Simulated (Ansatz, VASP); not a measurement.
# HfN: VASP beside Ansatz, part 2 of 2

Wanted: the spread between two codes on one cell, functional and k mesh. The cell is taken from a series of runs on this material, whose earlier steps may have relaxed, scaled, displaced or heated it; both programs get it as it stands.

VASP 6.6.1 and Ansatz 0.2.0.

So far: Set-up; Ansatz: elastic constants, BLYP.

## Step 3: VASP: elastic constants, BLYP

Level of this step: BLYP; plane waves and PAW (Hf_pv, N) (VASP).

The same cell, functional (in two slightly different forms), mesh and smearing now go to VASP, with its own data sets.

Lines of VASP's logs that name or quote its potential files are left out, and so is its time.

Contents of INCAR:

```
SYSTEM = HfN
PREC = Accurate
ENCUT = 600
EDIFF = 1E-08
NELM = 120
ISMEAR = 1
SIGMA = 0.25
LREAL = .FALSE.
ALGO = Normal
GGA = B5
ALDAX = 1
AGGAX = 1
AGGAC = 1
ALDAC = 0
NBANDS = 13
LASPH = .TRUE.
LORBIT = 11
LWAVE = .FALSE.
LCHARG = .FALSE.
ISIF = 3
IBRION = 6
NFREE = 2
POTIM = 0.015
NSW = 1
GGA_COMPAT = .FALSE.
KPAR = 2
```

Contents of POSCAR:

```
HfN
1.0
    0.0000000000      2.2981380061      2.2981380061
    2.2981380061      0.0000000000      2.2981380061
    2.2981380061      2.2981380061      0.0000000000
Hf N
1 1
Direct
    0.0000000000      0.0000000000      0.0000000000
    0.5000000000      0.5000000000      0.5000000000
```

Contents of KPOINTS:

```
Automatic mesh
0
Gamma
24 24 24
0 0 0
```

The projector-augmented-wave data sets are Hf_pv and N (PBE family, release 64).

Command:

```sh
> mpirun -np 2 vasp_std
```

Numbers of over 12 decimals in the logs are rounded to 6 here.

The program printed:

```text
[banner, memory and clock lines left out]
running    2 mpi-ranks, on    1 nodes
 distrk:  each k-point on    1 cores,    2 groups
 distr:  one band on    1 cores,    1 groups

 POSCAR found type information on POSCAR HfN
 POSCAR found :  2 types and       2 ions
|                                                                             |
|               ----> ADVICE to this user running VASP <----                  |
|                                                                             |
|     You enforced a specific xc type in the INCAR file but a different       |
|     [... a line on the potential file left out ...]
|     I HOPE YOU KNOW WHAT YOU ARE DOING!                                     |
|                                                                             |

 LDA part: xc-table for (Slater(with rela. corr.)+VWN5), standard interpolation
 POSCAR, INCAR and KPOINTS ok, starting setup
 FFT: planning ... GRIDC
 FFT: planning ... GRID_SOFT
 FFT: planning ... GRID
 WAVECAR not read
 entering main loop
       N       E                     dE             d eps       ncg     rms          rms(c)
DAV:   1     0.459858301469E+02    0.45986E+02   -0.86544E+03 10762   0.121E+03
DAV:   2    -0.211113983676E+02   -0.67097E+02   -0.62632E+02 14221   0.266E+02
DAV:   3    -0.236747609282E+02   -0.25634E+01   -0.25427E+01 13104   0.438E+01
DAV:   4    -0.236891968538E+02   -0.14436E-01   -0.14427E-01 11865   0.366E+00
DAV:   5    -0.236893256768E+02   -0.12882E-03   -0.12882E-03 12987   0.297E-01    0.418E+01
DAV:   6    -0.201669129323E+02    0.35224E+01   -0.12505E+01 12905   0.273E+01    0.374E+01
DAV:   7    -0.200752726663E+02    0.91640E-01   -0.72145E-01 11471   0.742E+00    0.265E+01
DAV:   8    -0.200625222286E+02    0.12750E-01   -0.24070E-01 12703   0.455E+00    0.101E+01
DAV:   9    -0.200447434072E+02    0.17779E-01   -0.58895E-02 12249   0.203E+00    0.201E+00
DAV:  10    -0.200445492483E+02    0.19416E-03   -0.17748E-03 13009   0.398E-01    0.370E-01
DAV:  11    -0.200445742236E+02   -0.24975E-04   -0.10118E-04 12053   0.103E-01    0.207E-02
DAV:  12    -0.200445780087E+02   -0.37850E-05   -0.54754E-06 12576   0.239E-02    0.490E-02
DAV:  13    -0.200445775454E+02    0.46329E-06   -0.48447E-07 13582   0.643E-03    0.546E-03
DAV:  14    -0.200445775229E+02    0.22485E-07   -0.34984E-08 12965   0.172E-03    0.104E-03
DAV:  15    -0.200445775135E+02    0.94005E-08   -0.12014E-08  8874   0.104E-03
   1 F= -.20044578E+02 E0= -.20044436E+02  d E =-.424154E-03
[... from here on, the cycles between the ionic steps are left out ...]
   2 F= -.20032832E+02 E0= -.20032654E+02  d E =-.535733E-03
   9 F= -.20042734E+02 E0= -.20042608E+02  d E =-.377181E-03
  10 F= -.20042734E+02 E0= -.20042608E+02  d E =-.377182E-03
  11 F= -.20042734E+02 E0= -.20042608E+02  d E =-.377180E-03
  12 F= -.20042734E+02 E0= -.20042608E+02  d E =-.377182E-03
  13 F= -.20042734E+02 E0= -.20042608E+02  d E =-.377181E-03
  14 F= -.20043492E+02 E0= -.20043351E+02  d E =-.423631E-03
  15 F= -.20043492E+02 E0= -.20043351E+02  d E =-.423631E-03
  16 F= -.20043492E+02 E0= -.20043351E+02  d E =-.423630E-03
 Finite differences progress:
  Degree of freedom:   8/  8
  Displacement:        1/  2
  Total:              15/ 16
 bond charge predicted
       N       E                     dE             d eps       ncg     rms          rms(c)
DAV:   1    -0.200437979361E+02   -0.30582E-03   -0.26058E+00 27798   0.108E+01    0.844E-01
DAV:   2    -0.200440268775E+02   -0.22894E-03   -0.17496E-02 34263   0.102E+00    0.432E-01
DAV:   3    -0.200434773362E+02    0.54954E-03   -0.10518E-03 29877   0.296E-01    0.142E-01
DAV:   4    -0.200434926394E+02   -0.15303E-04   -0.27584E-04 34678   0.125E-01    0.470E-02
DAV:   5    -0.200434922389E+02    0.40050E-06   -0.59069E-06 31788   0.235E-02    0.181E-02
DAV:   6    -0.200434921108E+02    0.12805E-06   -0.12483E-06 31818   0.120E-02    0.349E-03
DAV:   7    -0.200434921095E+02    0.12935E-08   -0.21312E-07 33893   0.383E-03    0.913E-04
DAV:   8    -0.200434921141E+02   -0.46239E-08   -0.71984E-09 16379   0.944E-04
  17 F= -.20043492E+02 E0= -.20043351E+02  d E =-.423634E-03
 Finite differences progress:
  Degree of freedom:   8/  8
  Displacement:        2/  2
  Total:              16/ 16
```

From OUTCAR (step 3):

```text
ion  position               nearest neighbor table
   1  0.000  0.000  0.000-   2 2.30   2 2.30   2 2.30   2 2.30   2 2.30   2 2.30
   2  0.500  0.500  0.500-   1 2.30   1 2.30   1 2.30   1 2.30   1 2.30   1 2.30

  LATTYP: Found a face centered cubic cell.
 ALAT       =     4.5962760122

 Subroutine GETGRP returns: Found 48 space group operations
 (whereof 48 operations were pure point group operations)

The static configuration has the point symmetry O_h .

 Found    413 irreducible k-points:

   k-points           NKPTS =    413   k-points in BZ     NKDIM =    413   number of bands    NBANDS=     13

   dimension x,y,z NGX =    28 NGY =   28 NGZ =   28
   dimension x,y,z NGXF=    56 NGYF=   56 NGZF=   56

   ENCUT  =  600.0 eV  44.10 Ry    6.64 a.u.   6.49  6.49  6.49*2*pi/ulx,y,z

   NELECT =      15.0000    total number of electrons

 k-points in reciprocal lattice and weights: Automatic mesh
   0.00000000  0.00000000  0.00000000       0.000
   0.04166667  0.00000000  0.00000000       0.001
   0.08333333  0.00000000  0.00000000       0.001
   0.12500000  0.00000000  0.00000000       0.001
   0.16666667  0.00000000  0.00000000       0.001
   0.20833333  0.00000000  0.00000000       0.001
   0.25000000  0.00000000  0.00000000       0.001
   0.29166667  0.00000000  0.00000000       0.001
   0.33333333  0.00000000  0.00000000       0.001
[...]
-0.29166667  0.50000000  0.20833333       0.001
  -0.25000000  0.50000000  0.25000000       0.000

 average (electrostatic) potential at core
       1 -35.3306       2 -61.5670

 E-fermi :   8.4608

 k-point     1 :       0.0000    0.0000    0.0000
  band No.  band energies     occupation
    ...
      6       5.4430      2.00000
      7       5.4431      2.00000
      8       8.0982      2.05960
      9       8.1019      2.06082
     10       8.1019      2.06082
     11      10.0255     -0.00000
     12      10.2312     -0.00000
     13      10.2357     -0.00000

 k-point     2 :       0.0417    0.0000    0.0000
  band No.  band energies     occupation
    ...
      6       5.3434      2.00000
      7       5.3483      2.00000
      8       8.1416      2.07014
      9       8.1578      2.07086
     10       8.1672      2.07008
     11      10.1543     -0.00000
     12      10.3589     -0.00000
     13      10.3636     -0.00000

 k-point     3 :       0.0833    0.0000    0.0000
  band No.  band energies     occupation
    ...
      6       5.0802      2.00000
      7       5.0843      2.00000
      8       8.2601      1.98146
      9       8.3134      1.83025
     10       8.3185      1.81114
     11      10.5125     -0.00000
     12      10.7164     -0.00000
     13      10.7214     -0.00000

  Total       -0.2328715     -0.2435706     -0.2435706     -0.0000000     -0.0000000     -0.0000000
  in kB      -15.3698169    -16.0759677    -16.0759677     -0.0000000     -0.0000000     -0.0000000
  external PRESSURE =     -15.8405841 kB  Pullay stress =       0.0000000 kB

  energy-cutoff  :      600.00
  volume of cell :       24.27
      direct lattice vectors                 reciprocal lattice vectors
     0.000000000  2.298138006  2.298138006    -0.217567439  0.217567439  0.217567439
     2.298138006  0.000000000  2.298138006     0.217567439 -0.217567439  0.217567439
     2.298138006  2.298138006  0.000000000     0.217567439  0.217567439 -0.217567439

 POSITION                                       TOTAL-FORCE (eV/Angst)
 -----------------------------------------------------------------------------------
      0.00000      0.00000      0.00000        -0.144785      0.000000      0.000000
      2.28314      2.29814      2.29814         0.144785      0.000000      0.000000
 -----------------------------------------------------------------------------------
    total drift:                               -0.000002     -0.000000     -0.000000

  FREE ENERGIE OF THE ION-ELECTRON SYSTEM (eV)
  ---------------------------------------------------
  free  energy   TOTEN  =       -20.0434921141 eV

  energy  without entropy=      -20.0430684801  energy(sigma->0) =      -20.04335090

  SYMMETRIZED ELASTIC MODULI (kBar)
 Direction    XX          YY          ZZ          XY          YZ          ZX
 --------------------------------------------------------------------------------
 XX        5083.7559   1136.0951   1136.0951     -0.0000      0.0000     -0.0000
 YY        1136.0951   5083.7559   1136.0951      0.0000     -0.0000      0.0000
 ZZ        1136.0951   1136.0951   5083.7559      0.0000      0.0000      0.0000
 XY          -0.0000      0.0000      0.0000   1085.4112     -0.0000     -0.0000
 YZ           0.0000     -0.0000      0.0000     -0.0000   1085.4112     -0.0000
 ZX          -0.0000      0.0000      0.0000     -0.0000     -0.0000   1085.4112
 --------------------------------------------------------------------------------

 Eigenvectors and eigenvalues of the dynamical matrix
 ----------------------------------------------------

   1 f  =   13.479497 THz    84.694179 2PiTHz  449.627633 cm-1    55.746696 meV
             X         Y         Z           dx          dy          dz
      0.000000  0.000000  0.000000    -0.269667    0.000000    0.000000
      2.298138  2.298138  2.298138     0.962954    0.000000    0.000000

   2 f  =   13.479497 THz    84.694179 2PiTHz  449.627633 cm-1    55.746696 meV
             X         Y         Z           dx          dy          dz
      0.000000  0.000000  0.000000     0.000000    0.000000   -0.269667
      2.298138  2.298138  2.298138     0.000000    0.000000    0.962954

   3 f  =   13.479497 THz    84.694179 2PiTHz  449.627633 cm-1    55.746696 meV
             X         Y         Z           dx          dy          dz
      0.000000  0.000000  0.000000    -0.000000    0.269667    0.000000
      2.298138  2.298138  2.298138     0.000000   -0.962954    0.000000

   4 f/i=    0.000403 THz     0.002530 2PiTHz    0.013433 cm-1     0.001665 meV
             X         Y         Z           dx          dy          dz
      0.000000  0.000000  0.000000    -0.000000   -0.962954    0.000000
      2.298138  2.298138  2.298138     0.000000   -0.269667    0.000000

   5 f/i=    0.000403 THz     0.002530 2PiTHz    0.013433 cm-1     0.001665 meV
             X         Y         Z           dx          dy          dz
      0.000000  0.000000  0.000000     0.962954    0.000000    0.000000
      2.298138  2.298138  2.298138     0.269667    0.000000    0.000000

   6 f/i=    0.000403 THz     0.002530 2PiTHz    0.013433 cm-1     0.001665 meV
             X         Y         Z           dx          dy          dz
      0.000000  0.000000  0.000000     0.000000    0.000000    0.962954
      2.298138  2.298138  2.298138     0.000000    0.000000    0.269667

 ELASTIC MODULI CONTR FROM IONIC RELAXATION (kBar)
 Direction    XX          YY          ZZ          XY          YZ          ZX
 --------------------------------------------------------------------------------
 XX           0.0000      0.0000      0.0000      0.0000      0.0000      0.0000
 YY           0.0000      0.0000      0.0000      0.0000      0.0000      0.0000
 ZZ           0.0000      0.0000      0.0000      0.0000      0.0000      0.0000
 XY           0.0000      0.0000      0.0000      0.0000      0.0000      0.0000
 YZ           0.0000      0.0000      0.0000      0.0000      0.0000      0.0000
 ZX           0.0000      0.0000      0.0000      0.0000      0.0000      0.0000
 --------------------------------------------------------------------------------

 TOTAL ELASTIC MODULI (kBar)
 Direction    XX          YY          ZZ          XY          YZ          ZX
 --------------------------------------------------------------------------------
 XX        5083.7559   1136.0951   1136.0951     -0.0000      0.0000     -0.0000
 YY        1136.0951   5083.7559   1136.0951      0.0000     -0.0000      0.0000
 ZZ        1136.0951   1136.0951   5083.7559      0.0000      0.0000      0.0000
 XY          -0.0000      0.0000      0.0000   1085.4112     -0.0000     -0.0000
 YZ           0.0000     -0.0000      0.0000     -0.0000   1085.4112     -0.0000
 ZX          -0.0000      0.0000      0.0000     -0.0000     -0.0000   1085.4112
 --------------------------------------------------------------------------------

 total charge
# of ion       s       p       d       tot
------------------------------------------
    1        0.269   6.517   1.701   8.487
    2        1.228   2.505   0.000   3.732
--------------------------------------------------
tot          1.497   9.022   1.701  12.220

[... 3 further parts left out ...]
```

Levels, forces or a CONTCAR printed for this step are those of its last displaced cell, not of the structure at rest.

## Step 4: Comparison

Known differences besides the potentials themselves: the data sets hold 31 valence electrons in Ansatz (on its default PAW (the set named soft_2) files) and 15 in VASP; the cutoff is 420 eV in Ansatz and 600 eV in VASP; Ansatz makes its cores anew for this functional, VASP keeps those of its PBE data sets; VASP's log shows a relativistic correction to its local exchange, Ansatz's none; VASP takes each elastic constant from one size of strain, Ansatz from those that its log lists. Total energies have different zeros and are not compared.

Compared:

```tsv
quantity	Ansatz	VASP	difference
C11 (GPa)	510.9	508.4	+0.49 %
C22 (GPa)	510.9	508.4	+0.49 %
C33 (GPa)	510.9	508.4	+0.49 %
C12 (GPa)	112.9	113.6	-0.62 %
C13 (GPa)	112.9	113.6	-0.62 %
C23 (GPa)	112.9	113.6	-0.62 %
C44 (GPa)	106.9	108.5	-1.52 %
C55 (GPa)	106.9	108.5	-1.52 %
C66 (GPa)	106.9	108.5	-1.52 %
```

## Step 5: Summary of results

```
difference in C44 (elastic constants, BLYP) : -1.5 %
```

**Reading.** The difference in C44 is -1.5 % (elastic constants, BLYP), within the 5 % picked in this series as the mark of a large difference. The data sets hold unlike numbers of valence electrons (31 in Ansatz and 15 in VASP), so part of the differences comes from the potentials. How closely two codes agree says nothing of how well the functional describes the real material.

[Lines on the potential files, build, host, timing and source positions are cut from VASP's logs without a mark.]

[Logs are printed without paths, hosts, clocks, repeated set-up lines and the standing remarks that a program may print on its own settings, such as how far it seeks lower states.]

[Hosts, paths, dates, database ids (printed as entryN), source tags and the programs' standing remarks are cut or masked in the printed files.]
